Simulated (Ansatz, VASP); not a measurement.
# TiO2: VASP beside Ansatz

Wanted: the spread between two codes on one cell, functional and k mesh.

Calculated with Ansatz 0.2.0; plane waves, with VASP 6.6.1 beside it; dielectric response at LDA.

### Step 1. Starting point

The structure is tetragonal, space group P4_2/mnm (No. 136). The conventional cell has a = 4.594 Å, b = 4.594 Å, c = 2.959 Å, α = 90.00°, β = 90.00°, γ = 90.00°. Nearest to Ti lie 6 O at 1.94 to 1.99 Å. O has 3 Ti at 1.94 to 1.99 Å nearest. Farther neighbours and most contacts between anions are not listed.

### Step 2. VASP: dielectric response, LDA

The response to a field tests empty states and converges slowly with the mesh.

Lines of VASP's logs that name or quote its potential files are left out, and so is its time.

File INCAR:

```
SYSTEM = TiO2
PREC = Accurate
ENCUT = 520
EDIFF = 1E-08
NELM = 120
ISMEAR = 0
SIGMA = 0.02
LREAL = .FALSE.
ALGO = Normal
GGA = CA
NBANDS = 30
LASPH = .TRUE.
LWAVE = .FALSE.
LCHARG = .FALSE.
KPAR = 12
LEPSILON = .TRUE.
```

File POSCAR:

```
TiO2
1.0
    4.5940000000      0.0000000000      0.0000000000
    0.0000000000      4.5940000000      0.0000000000
    0.0000000000      0.0000000000      2.9590000000
Ti O
2 4
Direct
    0.0000000000      0.0000000000      0.0000000000
    0.5000000000      0.5000000000      0.5000000000
    0.3060000000      0.3060000000      0.0000000000
    0.1940000000      0.8060000000      0.5000000000
    0.6940000000      0.6940000000      0.0000000000
    0.8060000000      0.1940000000      0.5000000000
```

File KPOINTS:

```
Automatic mesh
0
Gamma
5 5 8
0 0 0
```

The projector-augmented-wave data sets are Ti_sv and O (LDA family, release 64).

Launch:

```console
mpirun -np 12 vasp_std
```

Numbers of over 12 decimals in the logs are rounded to 6 here.

Log:

```text
[banner, memory and clock lines left out]
running   12 mpi-ranks, on    1 nodes
 distrk:  each k-point on    1 cores,   12 groups
 distr:  one band on    1 cores,    1 groups

 POSCAR found type information on POSCAR TiO
 POSCAR found :  2 types and       6 ions
|                                                                             |
|           W    W    AA    RRRRR   N    N  II  N    N   GGGG   !!!           |
|           W    W   A  A   R    R  NN   N  II  NN   N  G    G  !!!           |
|           W    W  A    A  R    R  N N  N  II  N N  N  G       !!!           |
|           W WW W  AAAAAA  RRRRR   N  N N  II  N  N N  G  GGG   !            |
|           WW  WW  A    A  R   R   N   NN  II  N   NN  G    G                |
|           W    W  A    A  R    R  N    N  II  N    N   GGGG   !!!           |
|                                                                             |
|     For optimal performance we recommend to set                             |
|       NCORE = 2 up to number-of-cores-per-socket                            |
|     NCORE specifies how many cores store one orbital (NPAR=cpu/NCORE).      |
|     This setting can greatly improve the performance of VASP for DFT.       |
|     The default, NCORE=1 might be grossly inefficient on modern             |
|     multi-core architectures or massively parallel machines. Do your        |
|     Unfortunately you need to use the default for GW and RPA                |
|     calculations (for HF NCORE is supported but not extensively tested      |
|     yet).                                                                   |
|                                                                             |

 LDA part: xc-table for (Slater(with rela. corr.)+CA(PZ))
 , standard interpolation
 POSCAR, INCAR and KPOINTS ok, starting setup
 FFT: planning ... GRIDC
 FFT: planning ... GRID_SOFT
 FFT: planning ... GRID
 WAVECAR not read
 entering main loop
       N       E                     dE             d eps       ncg     rms          rms(c)
DAV:   1     0.653481302640E+03    0.65348E+03   -0.24648E+04  1800   0.189E+03
DAV:   2     0.276480968709E+02   -0.62583E+03   -0.59483E+03  1946   0.551E+02
DAV:   3    -0.712569670150E+02   -0.98905E+02   -0.96734E+02  2710   0.201E+02
DAV:   4    -0.756197613169E+02   -0.43628E+01   -0.43567E+01  2470   0.421E+01
DAV:   5    -0.757942819292E+02   -0.17452E+00   -0.17449E+00  2426   0.704E+00    0.309E+01
DAV:   6    -0.595740815223E+02    0.16220E+02   -0.10196E+02  2244   0.964E+01    0.121E+01
DAV:   7    -0.590687477603E+02    0.50533E+00   -0.16097E+01  2180   0.337E+01    0.822E+00
DAV:   8    -0.588651236454E+02    0.20362E+00   -0.34461E+00  2128   0.184E+01    0.377E+00
DAV:   9    -0.587323521711E+02    0.13277E+00   -0.89027E-01  2130   0.871E+00    0.108E+00
DAV:  10    -0.587402482928E+02   -0.78961E-02   -0.85364E-02  2334   0.241E+00    0.413E-01
DAV:  11    -0.587372577589E+02    0.29905E-02   -0.13516E-02  2092   0.765E-01    0.597E-02
DAV:  12    -0.587373948408E+02   -0.13708E-03   -0.11690E-03  2090   0.384E-01    0.129E-01
DAV:  13    -0.587372338043E+02    0.16104E-03   -0.57086E-04  2260   0.252E-01    0.214E-02
DAV:  14    -0.587372339684E+02   -0.16417E-06   -0.37093E-05  2234   0.491E-02    0.813E-03
DAV:  15    -0.587372343994E+02   -0.43097E-06   -0.44981E-06  2382   0.194E-02    0.269E-03
DAV:  16    -0.587372343117E+02    0.87764E-07   -0.32352E-07  2318   0.512E-03    0.171E-03
DAV:  17    -0.587372343007E+02    0.10990E-07   -0.74298E-08  2052   0.242E-03    0.165E-04
DAV:  18    -0.587372343009E+02   -0.25193E-09   -0.51000E-09  1026   0.538E-04
   1 F= -.58737234E+02 E0= -.58737234E+02  d E =-.172195E-45
 Linear response reoptimize wavefunctions to high precision
DAV:   1    -0.587372343007E+02    0.22555E-09   -0.11790E-09   990   0.319E-04
DAV:   2    -0.587372343008E+02   -0.90040E-10   -0.22252E-10   960   0.144E-04
 Linear response G [H, r] |phi>, progress :
  Direction:   1
       N       E                     dE             d eps       ncg     rms
RMM:   1    -0.214902163050E+03   -0.21490E+03   -0.38954E+03  2046   0.104E+03
RMM:   2    -0.180947555517E+03    0.33955E+02   -0.19678E+02  3255   0.900E+01
RMM:   3    -0.187940953776E+03   -0.69934E+01   -0.47058E+01  4308   0.295E+01
RMM:   5    -0.189258123652E+03   -0.25808E+00   -0.22287E+00  4700   0.600E+00
RMM:   6    -0.189344817081E+03   -0.86693E-01   -0.71186E-01  4669   0.310E+00
RMM:   7    -0.189359906134E+03   -0.15089E-01   -0.15491E-01  4713   0.166E+00
RMM:   8    -0.189377385885E+03   -0.17480E-01   -0.14339E-01  4778   0.995E-01
RMM:   9    -0.189379375159E+03   -0.19893E-02   -0.44156E-02  4761   0.595E-01
RMM:  10    -0.189380929174E+03   -0.15540E-02   -0.15102E-02  4730   0.387E-01
[...]
RMM:   3    -0.112122531492E+01   -0.12417E-01   -0.60686E-02  4080   0.850E-01
RMM:   4    -0.112235535707E+01   -0.11300E-02   -0.12575E-02  4398   0.387E-01
RMM:   5    -0.112284009549E+01   -0.48474E-03   -0.28908E-03  4406   0.171E-01
RMM:   6    -0.112293105787E+01   -0.90962E-04   -0.72337E-04  4441   0.830E-02
RMM:   7    -0.112295707073E+01   -0.26013E-04   -0.20894E-04  4406   0.412E-02
RMM:   8    -0.112296460182E+01   -0.75311E-05   -0.63714E-05  4391   0.209E-02
RMM:   9    -0.112296667267E+01   -0.20709E-05    0.18669E-05  4343   0.113E-02
[...]
Direction:   1
       N       E                     dE             d eps       ncg     rms          rms(c)
RMM:   1    -0.105941513843E+01   -0.10594E+01   -0.41139E+00  4321   0.125E+01
RMM:   2    -0.115954980581E+01   -0.10013E+00   -0.15446E-01  5136   0.253E+00    0.151E+00
RMM:   3    -0.113475846959E+01    0.24791E-01   -0.23610E-01  5446   0.260E+00    0.918E-01
RMM:   4    -0.113515704866E+01   -0.39858E-03   -0.46470E-02  5632   0.129E+00    0.472E-01
RMM:   5    -0.115153181173E+01   -0.16375E-01   -0.18406E-02  5717   0.843E-01    0.133E-01
RMM:   6    -0.115548016815E+01   -0.39484E-02   -0.75675E-03  6019   0.442E-01    0.701E-02
RMM:   7    -0.115668568199E+01   -0.12055E-02   -0.22251E-03  6063   0.229E-01    0.210E-02
RMM:   8    -0.115700312837E+01   -0.31745E-03   -0.74337E-04  6304   0.117E-01    0.135E-02
RMM:   9    -0.115711611692E+01   -0.11299E-03   -0.25241E-04  6402   0.602E-02    0.431E-03
RMM:  10    -0.115719587258E+01   -0.79756E-04   -0.15083E-04  6601   0.305E-02    0.336E-03
RMM:  11    -0.115725728769E+01   -0.61415E-04   -0.41044E-05  6042   0.165E-02    0.284E-03
RMM:  12    -0.115719147437E+01    0.65813E-04   -0.30235E-05  6395   0.109E-02    0.126E-03
RMM:  13    -0.115720109152E+01   -0.96172E-05   -0.32526E-05  6705   0.557E-03    0.104E-03
RMM:  14    -0.115720799218E+01   -0.69007E-05   -0.12661E-06  6418   0.317E-03    0.263E-04
RMM:  15    -0.115720693244E+01    0.10597E-05   -0.82908E-06  6963   0.169E-03    0.322E-04
RMM:  16    -0.115720930912E+01   -0.23767E-05   -0.34372E-06  6313   0.966E-04    0.129E-04
RMM:  17    -0.115721131610E+01   -0.20070E-05   -0.10170E-06  6562   0.597E-04    0.285E-05
RMM:  18    -0.115721109503E+01    0.22108E-06   -0.19477E-06  6438   0.338E-04    0.316E-05
RMM:  19    -0.115721137360E+01   -0.27858E-06    0.18557E-08  5447   0.209E-04    0.180E-05
RMM:  20    -0.115721168323E+01   -0.30963E-06   -0.38743E-08  5015   0.147E-04    0.172E-05
RMM:  21    -0.115721150091E+01    0.18232E-06    0.30253E-07  3655   0.112E-04    0.694E-06
 change of polarisation eV/A/(eV/A) component  1 :     2.245    -0.160    -0.281
 dielectric tensor                  component  1 :     7.504    -0.462    -0.813
 Linear response to external field, progress :
  Direction:   2
       N       E                     dE             d eps       ncg     rms          rms(c)
RMM:   1    -0.105941394432E+01   -0.10594E+01   -0.41139E+00  4321   0.125E+01
RMM:   2    -0.115954907724E+01   -0.10014E+00   -0.15446E-01  5136   0.253E+00    0.151E+00
RMM:   3    -0.113476487842E+01    0.24784E-01   -0.23627E-01  5446   0.260E+00    0.918E-01
RMM:   4    -0.113515483139E+01   -0.38995E-03   -0.46467E-02  5633   0.129E+00    0.472E-01
RMM:   5    -0.115153029643E+01   -0.16375E-01   -0.18399E-02  5719   0.843E-01    0.133E-01
RMM:   6    -0.115547894666E+01   -0.39487E-02   -0.75662E-03  6018   0.442E-01    0.701E-02
RMM:   7    -0.115668484870E+01   -0.12059E-02   -0.22287E-03  6063   0.230E-01    0.210E-02
RMM:   8    -0.115700204260E+01   -0.31719E-03   -0.76431E-04  6305   0.117E-01    0.135E-02
RMM:   9    -0.115711594070E+01   -0.11390E-03   -0.18426E-04  6395   0.603E-02    0.431E-03
RMM:  10    -0.115719969082E+01   -0.83750E-04   -0.59258E-05  6592   0.308E-02    0.318E-03
RMM:  11    -0.115723692837E+01   -0.37238E-04   -0.13496E-05  6137   0.164E-02    0.205E-03
RMM:  12    -0.115719046666E+01    0.46462E-04   -0.83157E-08  6561   0.102E-02    0.118E-03
RMM:  13    -0.115720102340E+01   -0.10557E-04   -0.16892E-05  6694   0.525E-03    0.981E-04
RMM:  14    -0.115720722576E+01   -0.62024E-05    0.48356E-06  6470   0.303E-03    0.273E-04
RMM:  15    -0.115720559698E+01    0.16288E-05   -0.80416E-06  6830   0.167E-03    0.363E-04
RMM:  16    -0.115720777194E+01   -0.21750E-05    0.87207E-08  6177   0.976E-04    0.150E-04
RMM:  17    -0.115721025662E+01   -0.24847E-05    0.75889E-07  6540   0.618E-04    0.265E-05
RMM:  18    -0.115721024107E+01    0.15543E-07   -0.31172E-06  6570   0.343E-04    0.292E-05
RMM:  19    -0.115721034180E+01   -0.10072E-06   -0.66681E-07  5478   0.206E-04    0.184E-05
RMM:  20    -0.115721073046E+01   -0.38866E-06   -0.14988E-06  5092   0.145E-04    0.207E-05
RMM:  21    -0.115721042780E+01    0.30266E-06   -0.68538E-07  3881   0.110E-04    0.699E-06
 change of polarisation eV/A/(eV/A) component  2 :    -0.160     2.245    -0.280
 dielectric tensor                  component  2 :    -0.464     7.504    -0.811
 Linear response to external field, progress :
  Direction:   3
       N       E                     dE             d eps       ncg     rms          rms(c)
RMM:   1    -0.129528501027E+01   -0.12953E+01   -0.51588E+00  2933   0.132E+01
RMM:   2    -0.142953524623E+01   -0.13425E+00   -0.17385E-01  3259   0.256E+00    0.145E+00
RMM:   3    -0.142069319403E+01    0.88421E-02   -0.80451E-02  3491   0.165E+00    0.802E-01
RMM:   4    -0.144070079116E+01   -0.20008E-01   -0.38670E-02  3493   0.130E+00    0.154E-01
RMM:   5    -0.144928225088E+01   -0.85815E-02   -0.15325E-02  3856   0.540E-01    0.550E-02
RMM:   6    -0.145043837114E+01   -0.11561E-02   -0.27548E-03  3897   0.225E-01    0.381E-02
RMM:   7    -0.145107253816E+01   -0.63417E-03   -0.55847E-04  3734   0.106E-01    0.145E-02
RMM:   8    -0.145124349245E+01   -0.17095E-03   -0.19828E-04  3956   0.496E-02    0.414E-03
RMM:   9    -0.145126144405E+01   -0.17952E-04   -0.71861E-05  3874   0.250E-02    0.479E-03
RMM:  10    -0.145129397818E+01   -0.32534E-04   -0.12074E-05  3857   0.128E-02    0.142E-03
RMM:  11    -0.145130344998E+01   -0.94718E-05    0.12226E-05  3971   0.672E-03    0.513E-04
RMM:  12    -0.145130049037E+01    0.29596E-05    0.75790E-06  4121   0.334E-03    0.504E-04
RMM:  13    -0.145130736615E+01   -0.68758E-05    0.68620E-06  3863   0.202E-03    0.144E-04
RMM:  14    -0.145130691503E+01    0.45113E-06    0.35044E-06  4070   0.109E-03    0.653E-05
RMM:  15    -0.145130756484E+01   -0.64981E-06    0.30525E-06  3921   0.609E-04    0.270E-05
RMM:  16    -0.145130855551E+01   -0.99067E-06    0.14501E-06  3607   0.322E-04    0.160E-05
RMM:  17    -0.145130809687E+01    0.45864E-06    0.10958E-06  2929   0.185E-04    0.212E-05
RMM:  18    -0.145130846166E+01   -0.36479E-06    0.70812E-07  2634   0.125E-04    0.103E-05
RMM:  19    -0.145130862698E+01   -0.16532E-06    0.37691E-07  2208   0.922E-05    0.364E-06
 change of polarisation eV/A/(eV/A) component  3 :    -0.465    -0.083     2.815
 dielectric tensor                  component  3 :    -1.347    -0.240     9.157
 Born effective charges drift removed
```

OUTCAR, selected parts (step 2):

```text
ion  position               nearest neighbor table
   1  0.000  0.000  0.000-   4 1.94   6 1.94   4 1.94   6 1.94   5 1.99   3 1.99
   2  0.500  0.500  0.500-   3 1.94   5 1.94   3 1.94   5 1.94   4 1.99   6 1.99
   3  0.306  0.306  0.000-   2 1.94   2 1.94   1 1.99
   4  0.194  0.806  0.500-   1 1.94   1 1.94   2 1.99
   5  0.694  0.694  0.000-   2 1.94   2 1.94   1 1.99
   6  0.806  0.194  0.500-   1 1.94   1 1.94   2 1.99

  LATTYP: Found a simple tetragonal cell.
 ALAT       =     4.5940000000
 C/A-ratio  =     0.6441010013

 Subroutine GETGRP returns: Found 16 space group operations
 (whereof  8 operations were pure point group operations)

The static configuration has the point symmetry D_2h.
 The point group associated with its full space group is D_4h.

 Found     30 irreducible k-points:

   k-points           NKPTS =     30   k-points in BZ     NKDIM =     30   number of bands    NBANDS=     30

   dimension x,y,z NGX =    36 NGY =   36 NGZ =   24
   dimension x,y,z NGXF=    72 NGYF=   72 NGZF=   48

   ENCUT  =  520.0 eV  38.22 Ry    6.18 a.u.   8.54  8.54  5.50*2*pi/ulx,y,z

   NELECT =      48.0000    total number of electrons

 k-points in reciprocal lattice and weights: Automatic mesh
   0.00000000  0.00000000  0.00000000       0.005
   0.20000000  0.00000000  0.00000000       0.020
   0.40000000  0.00000000  0.00000000       0.020
   0.20000000  0.20000000  0.00000000       0.020
   0.40000000  0.20000000  0.00000000       0.040
   0.40000000  0.40000000  0.00000000       0.020
   0.00000000  0.00000000  0.12500000       0.010
   0.20000000  0.00000000  0.12500000       0.040
   0.40000000  0.00000000  0.12500000       0.040
[...]
0.40000000  0.20000000  0.50000000       0.040
   0.40000000  0.40000000  0.50000000       0.020

 average (electrostatic) potential at core
       1 -76.3534       2 -76.3534       3 -70.4847       4 -70.4847       5 -70.4847
       6 -70.4847

  Total       -2.2648853     -2.2648853     -3.3459896     -0.0000000      0.0000000      0.0000000
  in kB      -58.1071865    -58.1071865    -85.8436587     -0.0000000      0.0000000      0.0000000
  external PRESSURE =     -67.3526772 kB  Pullay stress =       0.0000000 kB

  energy-cutoff  :      520.00
  volume of cell :       62.45
      direct lattice vectors                 reciprocal lattice vectors
     4.594000000  0.000000000  0.000000000     0.217675229  0.000000000  0.000000000
     0.000000000  4.594000000  0.000000000     0.000000000  0.217675229  0.000000000
     0.000000000  0.000000000  2.959000000     0.000000000  0.000000000  0.337952011

 POSITION                                       TOTAL-FORCE (eV/Angst)
 -----------------------------------------------------------------------------------
      0.00000      0.00000      0.00000         0.000000      0.000000      0.000000
      2.29700      2.29700      1.47950         0.000000      0.000000      0.000000
      1.40576      1.40576      0.00000        -0.093506     -0.093506     -0.000000
      0.89124      3.70276      1.47950         0.093506     -0.093506     -0.000000
      3.18824      3.18824      0.00000         0.093506      0.093506      0.000000
      3.70276      0.89124      1.47950        -0.093506      0.093506      0.000000
 -----------------------------------------------------------------------------------
    total drift:                               -0.000000      0.000000      0.000000

 MACROSCOPIC STATIC DIELECTRIC TENSOR (including local field effects in DFT)
 ------------------------------------------------------
           7.504320     0.000000     0.000000
          -0.000000     7.504320     0.000000
           0.000000     0.000000     9.157034
 ------------------------------------------------------

 PIEZOELECTRIC TENSOR (including local field effects)  for field in x, y, z        (C/m^2)
          XX          YY          ZZ          XY          YZ          ZX
  --------------------------------------------------------------------------------
  x     0.00000     0.00000     0.00000     0.00000     0.00000     0.00000
  y     0.00000     0.00000     0.00000     0.00000     0.00000     0.00000
  z     0.00000     0.00000     0.00000     0.00000     0.00000     0.00000

 BORN EFFECTIVE CHARGES (including local field effects) (in |e|, cummulative output)
 ---------------------------------------------------------------------------------
 ion    1
    1     6.23373     0.99184     0.00000
    2     0.99184     6.23373     0.00000
    3     0.00000     0.00000     7.82516
 ion    2
    1     6.23373    -0.99184     0.00000
    2    -0.99184     6.23373     0.00000
    3     0.00000     0.00000     7.82516
 ion    3
    1    -3.11687    -1.76762     0.00000
    2    -1.76762    -3.11687     0.00000
    3     0.00000     0.00000    -3.91258
 ion    4
    1    -3.11687     1.76762     0.00000
    2     1.76762    -3.11687     0.00000
    3     0.00000     0.00000    -3.91258
 ion    5
    1    -3.11687    -1.76762     0.00000
    2    -1.76762    -3.11687     0.00000
    3     0.00000     0.00000    -3.91258
 ion    6
    1    -3.11687     1.76762     0.00000
    2     1.76762    -3.11687     0.00000
    3     0.00000     0.00000    -3.91258
```

(Continued in part 2 of 2.)

[Lines on the potential files, build, host, timing and source positions are cut from VASP's logs without a mark.]

[Logs are printed without paths, hosts, clocks, repeated set-up lines and the standing remarks that a program may print on its own settings, such as how far it seeks lower states.]

[Hosts, paths, dates, database ids (printed as entryN), source tags and the programs' standing remarks are cut or masked in the printed files.]
